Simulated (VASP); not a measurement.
A convergence study with VASP on CsI (space group no. 221 when undisturbed): a few settings are varied, all else stays as given below, so the limit is that of these other settings. One atom is moved off its site, so that forces are finite.

```
CsI
1.0
    4.55629     0.00000     0.00000
    0.00000     4.55629     0.00000
    0.00000     0.00000     4.55629
Cs I
1 1
Direct
  0.00000   0.00000   0.01097
  0.50000   0.50000   0.50000
```

Calculation: PBEsol GGA, VASP's PBE PAW potentials (set 64) (plane waves; VASP). The last row used: 300 eV cut-off, 6×6×6 Γ-centred mesh, Fermi-Dirac smearing of 0.010 eV, potentials Cs_sv I.

Unless said otherwise, spin-orbit coupling is left out, though it shifts the bands of the heavy elements here. Gaps are read on the run's mesh, which can miss a band edge.

```
setting        E (eV/atom)  pressure (GPa)  largest force (eV/Å)  gap on the mesh (eV)  irreducible k-points
-------------  -----------  --------------  --------------------  --------------------  --------------------
EDIFF = 1E-01      -2.8842           -0.90                 0.034                 3.685                    40
EDIFF = 1E-02      -2.8855           -0.29                 0.034                 3.728                    40
EDIFF = 1E-03      -2.8857           -0.29                 0.033                 3.721                    40
EDIFF = 1E-04      -2.8857           -0.38                 0.033                 3.721                    40
EDIFF = 1E-05      -2.8857           -0.37                 0.034                 3.726                    40
EDIFF = 1E-06      -2.8857           -0.36                 0.034                 3.726                    40
EDIFF = 1E-07      -2.8857           -0.37                 0.034                 3.726                    40
EDIFF = 1E-08      -2.8857           -0.37                 0.034                 3.726                    40
EDIFF = 1E-10      -2.8857           -0.37                 0.034                 3.726                    40
EDIFF = 1E-12      -2.8857           -0.37                 0.034                 3.726                    40
```

Left out are rungs that failed or repeat a setting and relaxations that didn't move; long series are thinned to 24 rows.

The structure is a typed CsI crystal (space group no. 221). The cell was not relaxed at this level, it is distorted from the ideal structure.
